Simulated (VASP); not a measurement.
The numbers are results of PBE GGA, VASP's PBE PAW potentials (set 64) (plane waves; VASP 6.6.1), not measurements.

VASP input:

File POSCAR:
```
FeSi
1
    4.4159118291    -0.0000000000    -0.0000000000
    0.0000000000     4.4159118291     0.0000000000
   -0.0000000000    -0.0000000000     4.4159118291
Fe Si
4 4
Direct
  0.8626908333   0.6373091667   0.3626908333
  0.3626908333   0.8626908333   0.6373091667
  0.1373091667   0.1373091667   0.1373091667
  0.6373091667   0.3626908333   0.8626908333
  0.1587920327   0.3412079673   0.6587920327
  0.6587920327   0.1587920327   0.3412079673
  0.8412079673   0.8412079673   0.8412079673
  0.3412079673   0.6587920327   0.1587920327
```

### INCAR
```
NSW=40   ! most ionic steps
SIGMA=0.05
LCHARG=F
IBRION=2   ! conjugate gradients
LREAL=F   ! projection in real space or not
ALGO=Normal   ! blocked Davidson
GGA=PE
EDIFFG=-0.02   ! ionic stop
PREC=Accurate
LASPH=T
LMAXMIX=4
PSTRESS=50   ! kbar
ENCUT=500   ! plane-wave cut-off (eV)
NELM=100   ! most electronic steps
ISIF=3
EDIFF=1E-6   ! SCF stop (eV)
LWAVE=F
ISMEAR=0   ! Gaussian
SYSTEM=FeSi
```

### KPOINTS
```
Automatic mesh
0
Gamma
5 5 5
0 0 0
```

POTCAR, in this order: Fe Si (PBE.64 set). Program: vasp_std.

Output of the run:

**OSZICAR**
```
       N       E                     dE             d eps       ncg     rms          rms(c)
DAV:   1     0.348422996281E+03    0.34842E+03   -0.19539E+04   638   0.180E+03
DAV:   2    -0.274611187463E+02   -0.37588E+03   -0.36411E+03   638   0.413E+02
DAV:   3    -0.648535878994E+02   -0.37392E+02   -0.34133E+02   923   0.142E+02
DAV:   4    -0.665679767047E+02   -0.17144E+01   -0.16751E+01   927   0.353E+01
DAV:   5    -0.665996753315E+02   -0.31699E-01   -0.31659E-01   948   0.457E+00    0.328E+01
DAV:   6    -0.710947662481E+02   -0.44951E+01   -0.23099E+02   952   0.168E+02    0.300E+01
DAV:   7    -0.590100931089E+02    0.12085E+02   -0.88378E+01   962   0.118E+02    0.922E+00
DAV:   8    -0.588425756518E+02    0.16752E+00   -0.34612E+00   791   0.152E+01    0.306E+00
DAV:   9    -0.587628234953E+02    0.79752E-01   -0.46737E-01  1002   0.659E+00    0.120E+00
DAV:  10    -0.587543743332E+02    0.84492E-02   -0.14193E-02   804   0.125E+00    0.416E-01
DAV:  11    -0.587531002065E+02    0.12741E-02   -0.98781E-03  1002   0.117E+00    0.142E-01
DAV:  12    -0.587530358534E+02    0.64353E-04   -0.26998E-04  1004   0.156E-01    0.533E-02
DAV:  13    -0.587530308649E+02    0.49885E-05   -0.55274E-05   986   0.634E-02    0.162E-02
DAV:  14    -0.587530298110E+02    0.10539E-05   -0.27723E-06   564   0.203E-02    0.460E-03
DAV:  15    -0.587530301113E+02   -0.30036E-06   -0.65476E-07   479   0.127E-02
   1 F= -.56065703E+02 E0= -.56065549E+02  d E =-.560657E+02
```

OUTCAR:
```
------------------------ aborting loop because EDIFF is reached ----------------------------------------
  FORCE on cell =-STRESS in cart. coord.  units (eV):
  Direction    XX          YY          ZZ          XY          YZ          ZX
  --------------------------------------------------------------------------------------
  Total        2.7281995      2.7281995      2.7281995      0.0000000      0.0000000     -0.0000000
  in kB       50.7604578     50.7604578     50.7604578      0.0000000      0.0000000     -0.0000000
  external PRESSURE =       0.7604578 kB  Pullay stress =      50.0000000 kB
  volume of cell :       86.11
      direct lattice vectors                 reciprocal lattice vectors
     4.415911829  0.000000000  0.000000000     0.226453797  0.000000000  0.000000000
     0.000000000  4.415911829  0.000000000     0.000000000  0.226453797  0.000000000
     0.000000000  0.000000000  4.415911829     0.000000000  0.000000000  0.226453797
 POSITION                                       TOTAL-FORCE (eV/Angst)
 -----------------------------------------------------------------------------------
      3.80957      2.81430      1.60161        -0.001525      0.001525     -0.001525
      1.60161      3.80957      2.81430        -0.001525     -0.001525      0.001525
      0.60635      0.60635      0.60635         0.001525      0.001525      0.001525
      2.81430      1.60161      3.80957         0.001525     -0.001525     -0.001525
      0.70121      1.50674      2.90917        -0.000008      0.000008     -0.000008
      2.90917      0.70121      1.50674        -0.000008     -0.000008      0.000008
      3.71470      3.71470      3.71470         0.000008      0.000008      0.000008
      1.50674      2.90917      0.70121         0.000008     -0.000008     -0.000008
 -----------------------------------------------------------------------------------
    total drift:                               -0.000001     -0.000001     -0.000000
  FREE ENERGIE OF THE ION-ELECTRON SYSTEM (eV)
  ---------------------------------------------------
  free  energy   TOTEN  =       -58.7530301113 eV

  energy  without entropy=      -58.7527231374  energy(sigma->0) =      -58.75287662
  enthalpy is  TOTEN    =       -56.0657025755 eV   P V=        2.6873275358

 reached required accuracy - stopping structural energy minimisation
```
(Selected blocks of OUTCAR.)

The compound is FeSi in the B20 structure. It was relaxed first under an external pressure of 5 GPa. The run is not spin-polarised, so no magnetic state was tried.
